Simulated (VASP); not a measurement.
An input for Quantum ESPRESSO's pw.x (written as the equivalent of a VASP run, and not itself run):

```
&CONTROL
  calculation = 'vc-relax'
  pseudo_dir = './pseudo'
  outdir = './out'
  tprnfor = .true.
  tstress = .true.
  nstep = 60
  forc_conv_thr = 0.00039
/
&SYSTEM
  ibrav = 0
  nat = 2
  ntyp = 2
  ecutwfc = 102
  occupations = 'smearing'
  smearing = 'gaussian'
  degauss = 0.003675
  input_dft = 'pz'
/
&ELECTRONS
  conv_thr = 7.3e-08
  electron_maxstep = 100
/
&IONS
/
&CELL
/
ATOMIC_SPECIES
  Cd 112.414 Cd.upf
  Se 78.971 Se.upf
CELL_PARAMETERS angstrom
     0.0000000    3.0250000    3.0250000
     3.0250000    0.0000000    3.0250000
     3.0250000    3.0250000    0.0000000
ATOMIC_POSITIONS crystal
  Cd   0.0000000  0.0000000  0.0000000
  Se   0.2500000  0.2500000  0.2500000
K_POINTS automatic
  7 7 7 0 0 0
```

Problem. Translate this input to VASP (INCAR, KPOINTS, POSCAR, choice of POTCAR).

Solution. This is not unique; one that fits is 
**POSCAR**
```
CdSe
1
    0.0000000000     3.0250000000     3.0250000000
    3.0250000000     0.0000000000     3.0250000000
    3.0250000000     3.0250000000     0.0000000000
Cd Se
1 1
Direct
  0.0000000000   0.0000000000   0.0000000000
  0.2500000000   0.2500000000   0.2500000000
```

### INCAR
```
ALGO = Normal
EDIFF = 1E-6
EDIFFG = -0.01
ENCUT = 400
IBRION = 2
ISIF = 3
ISMEAR = 0
LASPH = .TRUE.
LCHARG = .FALSE.
LMAXMIX = 4
LREAL = .FALSE.
LWAVE = .FALSE.
NELM = 100
NSW = 60
PREC = Accurate
SIGMA = 0.05
SYSTEM = CdSe
```

KPOINTS:
```
Automatic
0
Gamma
 7 7 7
0 0 0
```

POTCAR, in this order: Cd Se (LDA.64 set). Program: vasp_std.

Limits of the translation: the potentials are each code's own (VASP's PAW set, PseudoDojo norm-conserving files in pw.x), so ENCUT and ecutwfc are chosen apart and not converted; conv_thr bounds pw.x's estimated SCF error, while EDIFF bounds the energy change between steps; forc_conv_thr acts on force components and is met together with etot_conv_thr.

The compound is CdSe in the zinc blende structure, whereas wurtzite is the usual form. This run relaxes it. Symmetry was kept, so distortions that lower it aren't found.
